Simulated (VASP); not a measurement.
Input:

```
CELL_PARAMETERS angstrom
      3.79921     0.00000     0.00000
     -1.89961     3.29021     0.00000
      0.00000     0.00000     6.25956
ATOMIC_POSITIONS crystal
  Ga 0.66667 0.33333 0.50004
  Ga 0.33333 0.66667 0.00004
  P  0.66667 0.33333 0.87396
  P  0.33333 0.66667 0.37396
```

Method: LDA (Ceperley-Alder, Perdew-Zunger) with spin-orbit coupling, VASP's LDA PAW potentials (set 64) (plane waves; VASP). Numerical set-up: 400 eV cut-off, 6×6×3 Γ-centred mesh, Gaussian smearing of 0.050 eV, potentials Ga_d P.

### Question
Estimate the energy per atom (σ→0), band gap (over mesh and band path) with the smallest direct gap where there is one.

### Answer

band gap (over mesh and band path): 1.26 eV
smallest direct gap (over mesh and band path): 1.26 eV
energy per atom (σ→0): -5.214 eV/atom

The absolute energy has meaning only against runs of the same code, potentials and settings.

The structure comes from a computed database's GaP entry (P6_3mc); how it stands against other phases isn't given here. It was relaxed first.
